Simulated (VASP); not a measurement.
Data:

```xyz
3
Lattice="1.6079 -2.7849 0.0000 1.6079 2.7849 0.0000 0.0000 0.0000 3.6769" Properties=species:S:1:pos:R:3 pbc="T T T"
Zr     0.0000     0.0000     0.0000
B      1.6079     0.9283     1.8385
B      1.6079    -0.9283     1.8385
```

The numbers are results of vdW-DF2, VASP's PBE PAW potentials (set 64) (plane waves; VASP 6.6.1), not measurements. Settings: 520 eV cut-off, 11×11×8 Γ-centred mesh, first-order Methfessel-Paxton smearing of 0.10 eV, potentials Zr_sv B.

Question: Estimate the energy per atom (σ→0), pressure, band gap (on the k-mesh) with the smallest direct gap where there is one.

Answer: 
```yaml
band gap (on the k-mesh): none (metal, semimetal or under 0.01 eV)
energy per atom (σ→0): -6.228 eV/atom
pressure: -5.90 GPa
```

The compound is ZrB2 in the AlB2 type structure. This cell is one point of a volume scan, at 1.03 of the reference volume.
